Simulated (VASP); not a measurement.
Input:

```xyz
4
Lattice="3.7600 0.0000 0.0000 0.0000 3.7600 0.0000 0.0000 0.0000 4.6404" Properties=species:S:1:pos:R:3 pbc="T T T"
Sn     1.8800     0.0000     3.5031
Sn     0.0000     1.8800     1.1372
O      1.8800     1.8800     0.0000
O      0.0000     0.0000     0.0000
```

Computed with PBE GGA with D3 dispersion (Becke-Johnson damping), VASP's PBE PAW potentials (set 64) (plane waves; VASP 6.6.1). Numerical set-up: 520 eV cut-off, 6×6×5 Γ-centred mesh, Gaussian smearing of 0.050 eV, potentials Sn_d O.

Q: The ions and cell shape at fixed volume are relaxed. What does this cell relax into?

A: 
```xyz
4
Lattice="3.7970 0.0000 0.0000 0.0000 3.7970 0.0000 0.0000 0.0000 4.5503" Properties=species:S:1:pos:R:3 pbc="T T T"
Sn     1.8985     0.0000     3.3853
Sn     0.0000     1.8985     1.1650
O      1.8985     1.8985     0.0000
O      0.0000     3.7970     0.0000
```
Space group P4/nmm (129), at a tolerance of 0.03 Å.

Q: How much energy does the relaxation gain?

A: The energy (σ→0) changes by -12.3 meV/atom, in 8 ionic steps.

The compound is SnO in the litharge structure. This cell is one point of a volume scan, at 0.94 of the reference volume. Symmetry was kept, so distortions that lower it aren't found.
